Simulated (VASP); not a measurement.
Consider the following.

```
CdI2
1.0
    4.25068     0.00000     0.00000
   -2.12534     3.68119     0.00000
    0.00000     0.00000    15.44430
Cd I
1 2
Direct
  0.00000   0.00000   0.50000
  0.33333   0.66667   0.61151
  0.66667   0.33333   0.38849
```

Level of theory: PBE GGA, VASP's PBE PAW potentials (set 64) (plane waves; VASP). Settings: 300 eV cut-off, 7×7×1 Γ-centred mesh, Gaussian smearing of 0.20 eV, potentials Cd I.

The cell holds a wide vacuum, so values per volume refer to the whole cell.

Q: What does the run give for the energy per atom (σ→0)?

A: 
energy per atom (σ→0): -1.840 eV/atom

The cell is a sheet with vacuum, built from a database entry that may be metastable or hypothetical.
